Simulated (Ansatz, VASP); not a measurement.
# Two plane-wave programs on Sn2Bi3O3

```
CELL_PARAMETERS angstrom
4.55286 0.00000 0.00000
0.00000 4.54232 0.00000
0.00000 0.00000 7.79202
ATOMIC_POSITIONS crystal
Sn 0.00000 0.00000 0.20301
Sn 0.00000 0.00000 0.79699
Bi 0.50000 0.50000 0.19857
Bi 0.50000 0.50000 0.80143
Bi 0.50000 0.00000 0.50000
O 0.50000 0.00000 0.00000
O 0.00000 0.50000 0.50000
O 0.00000 0.50000 0.00000
```

Change from the starting cell: species swapped into the Zr2Zn3Ga3 type (Pmmm, No. 47).

Alike in both runs: functional PBE; k mesh 4 × 4 × 2; occupations gaussian, width 0.2 eV; no spin polarisation.

Ansatz relaxed the structure, and its values are those at the end. VASP's run is a single point on that final structure, the one shown.

|  | VASP | Ansatz |
| --- | --- | --- |
| version | VASP 6.6.1 | Ansatz 0.2.0 |
| potentials or method | VASP PAW PBE potentials, release 64 (Sn_d, Bi_d, O) | scalar-relativistic, plane waves, PAW |
| plane-wave cutoff (eV) | 520 | 420 |
| valence electrons in the cell | 91 | 91 |

|  | VASP | Ansatz | Ansatz less VASP |
| --- | --- | --- | --- |
| gap on the k mesh at the Fermi level (eV) | none | none | - |
| pressure (GPa) | 0.1 | 0.2 | +0.08 |
| rms of the force components (eV/Å) | 0.022 | 0.020 | -0.0015 |

A gap of «none» marks a metal or a gap that the smearing closes.

Caveats: the k mesh is coarse (spacing up to 0.40 Å⁻¹), so the values aren't converged; spin-orbit coupling is left out, which moves the levels of the heavy elements; an odd number of electrons without spin polarisation forces a metal; a magnetic or distorted state may lie lower.
